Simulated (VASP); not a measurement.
Consider the following.

```
CELL_PARAMETERS angstrom
      1.84519    -3.19597     0.00000
      1.84519     3.19597     0.00000
      0.00000     0.00000     5.87365
ATOMIC_POSITIONS crystal
  Sn 0.00000 0.00000 0.00000
  S  0.33333 0.66667 0.25247
  S  0.66667 0.33333 0.74753
```

All values below come from rev-vdW-DF2, VASP's PBE PAW potentials (set 64) (plane waves; VASP). Run with 520 eV cut-off, Gaussian smearing of 0.050 eV, potentials Sn_d S.

Unless said otherwise, spin-orbit coupling is left out, though it shifts the bands of the heavy elements here.

### Question
Give the energies of bands 8 to 16 at the high-symmetry points, in eV from the valence-band maximum.

### Answer

```csv
band,Γ,M,K,A,L,H
8,-5.71,-6.86,-7.18,-4.65,-7.02,-7.10
9,-0.71,-4.25,-3.48,-1.97,-4.75,-4.03
10,-0.71,-2.75,-3.48,-0.80,-2.37,-4.03
11,-0.45,-2.55,-3.14,-0.80,-1.79,-3.55
12,-0.45,-1.12,-1.48,-0.30,-0.80,-0.36
13,-0.01,-0.35,-1.48,-0.30,-0.73,-0.36
14,1.54,1.54,1.74,2.78,1.28,2.78
15,3.48,4.30,6.76,3.53,4.53,5.18
16,5.23,5.83,6.77,4.96,5.40,5.18
```

The gap is indirect, 1.21 eV, from the valence maximum at K-Γ at 0.78 to the conduction minimum at L-M at 0.33.

Measured: gap 2.18 eV (computed value off by -0.97 eV), as given by Joseph M. Gonzalez et al., Physical Review B (2016), arXiv:1609.04381.

The compound is SnS2 in the 1T layered structure. It was relaxed first.
